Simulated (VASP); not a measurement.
RuAl (CsCl type) is relaxed at rising pressure, each step from the one before. Symmetry mostly holds the structure type, and other phases were not tried. The mesh follows the cell, and a change of mesh leaves a small step in the series.

Given:

```yaml
crystal:
  lattice:
    - [2.97495, 0.00000, 0.00000]
    - [0.00000, 2.97495, 0.00000]
    - [0.00000, 0.00000, 2.97495]
  atoms:
    - { symbol: Al, position: [0.50000, 0.50000, 0.50000] }
    - { symbol: Ru, position: [0.00000, 0.00000, 0.00000] }
```

These are PBEsol GGA, VASP's PBE PAW potentials (set 64) (plane waves; VASP) values and carry that method's errors. Settings: 500 eV cut-off, 12×12×12 Γ-centred mesh, first-order Methfessel-Paxton smearing of 0.10 eV, potentials Al Ru_pv.

| P (GPa) | V (Å³/atom) | H − H(0) (eV/atom) | space group | gap on the mesh (eV) | k-mesh |
|---|---|---|---|---|---|
| 0 | 13.16 | 0.000 | Pm-3m | 0.00 | 12×12×12 |
| 5 | 12.90 | 0.407 | Pm-3m | 0.00 | 12×12×12 |
| 10 | 12.65 | 0.805 | Pm-3m | 0.00 | 12×12×12 |
| 20 | 12.20 | 1.583 | Pm-3m | 0.00 | 13×13×13 |
| 30 | ? | ? | Pm-3m | 0.00 | 13×13×13 |
| 45 | ? | ? | Pm-3m | 0.00 | 13×13×13 |

Task: Fill in the missing entries.

Result: 
- 45, V (Å³/atom): 11.37
- 45, H − H(0) (eV/atom): 3.419
- 30, V (Å³/atom): 11.84
- 30, H − H(0) (eV/atom): 2.333

Pressures at which the relaxation failed are left out.

The compound is RuAl in the CsCl type structure. The electron count is odd and the run is not spin-polarised, which forces a metal.
